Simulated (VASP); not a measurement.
These are PBE GGA, VASP's PBE PAW potentials (set 64) (plane waves; VASP) values and carry that method's errors.

The input files of a VASP run:

**KPOINTS**
```
Automatic mesh
0
Gamma
15 15 15
0 0 0
```

POSCAR:
```
V
1.0
 -1.4890419178   1.4890419178   1.4890419178
  1.4890419178  -1.4890419178   1.4890419178
  1.4890419178   1.4890419178  -1.4890419178
V
1
Cart
  0.0000000000   0.0000000000   0.0000000000
```

INCAR:
```
GGA = PE
LREAL = F   # projection in real space or not
LWAVE = F
SYSTEM = V
LASPH = T   # aspherical one-centre terms
NSW = 60
NELM = 100   # most electronic steps
EDIFF = 1E-6   # SCF stop (eV)
IBRION = 2   # conjugate gradients
PREC = Accurate
SIGMA = 0.1
EDIFFG = -0.01
ISMEAR = 1   # Methfessel-Paxton
ALGO = Normal
LCHARG = F
ISIF = 3   # ions, shape and volume
ENCUT = 480
LMAXMIX = 4
```

POTCAR, in this order: V (PBE.64 set). Program: vasp_std.

Output of the run:

File OSZICAR:
```
       N       E                     dE             d eps       ncg     rms          rms(c)
DAV:   1     0.590861380212E+01    0.59086E+01   -0.19762E+03  1458   0.758E+02
DAV:   2    -0.101147000723E+02   -0.16023E+02   -0.15375E+02  1440   0.103E+02
DAV:   3    -0.102966298818E+02   -0.18193E+00   -0.18116E+00  1482   0.154E+01
DAV:   4    -0.102989630165E+02   -0.23331E-02   -0.23330E-02  1704   0.183E+00
DAV:   5    -0.102989943303E+02   -0.31314E-04   -0.31314E-04  1482   0.164E-01    0.121E+01
DAV:   6    -0.902308589445E+01    0.12759E+01   -0.41039E+00  1464   0.410E+01    0.183E+00
DAV:   7    -0.895836541166E+01    0.64720E-01   -0.17965E-01  1446   0.755E+00    0.118E+00
DAV:   8    -0.894615062934E+01    0.12215E-01   -0.46167E-03  1440   0.120E+00    0.211E-01
DAV:   9    -0.894570343156E+01    0.44720E-03   -0.70205E-04  1902   0.223E-01    0.579E-02
DAV:  10    -0.894566603356E+01    0.37398E-04   -0.11616E-05  1812   0.485E-02    0.319E-03
DAV:  11    -0.894566481036E+01    0.12232E-05   -0.33677E-07   720   0.817E-03    0.625E-04
DAV:  12    -0.894566520953E+01   -0.39917E-06   -0.66234E-08   720   0.454E-03
   1 F= -.89456652E+01 E0= -.89460770E+01  d E =-.894567E+01
```

### OUTCAR
```
------------------------ aborting loop because EDIFF is reached ----------------------------------------
  FORCE on cell =-STRESS in cart. coord.  units (eV):
  Direction    XX          YY          ZZ          XY          YZ          ZX
  --------------------------------------------------------------------------------------
  Total       -0.0081755     -0.0081755     -0.0081755      0.0000000     -0.0000000      0.0000000
  in kB       -0.9918432     -0.9918432     -0.9918432      0.0000000     -0.0000000      0.0000000
  external PRESSURE =      -0.9918432 kB  Pullay stress =       0.0000000 kB
  volume of cell :       13.21
      direct lattice vectors                 reciprocal lattice vectors
    -1.489041918  1.489041918  1.489041918     0.000000000  0.335786383  0.335786383
     1.489041918 -1.489041918  1.489041918     0.335786383  0.000000000  0.335786383
     1.489041918  1.489041918 -1.489041918     0.335786383  0.335786383  0.000000000
 POSITION                                       TOTAL-FORCE (eV/Angst)
 -----------------------------------------------------------------------------------
      0.00000      0.00000      0.00000        -0.000000     -0.000000      0.000000
 -----------------------------------------------------------------------------------
    total drift:                                0.000000      0.000000      0.000000
  FREE ENERGIE OF THE ION-ELECTRON SYSTEM (eV)
  ---------------------------------------------------
  free  energy   TOTEN  =        -8.9456652095 eV

  energy  without entropy=       -8.9469004626  energy(sigma->0) =       -8.94607696

 reached required accuracy - stopping structural energy minimisation
```
(Selected blocks of OUTCAR.)

The compound is V in the bcc structure. It was relaxed first, which changed the volume by -5 %. The start is the result of an earlier pass. The run is not spin-polarised, so no magnetic state was tried.
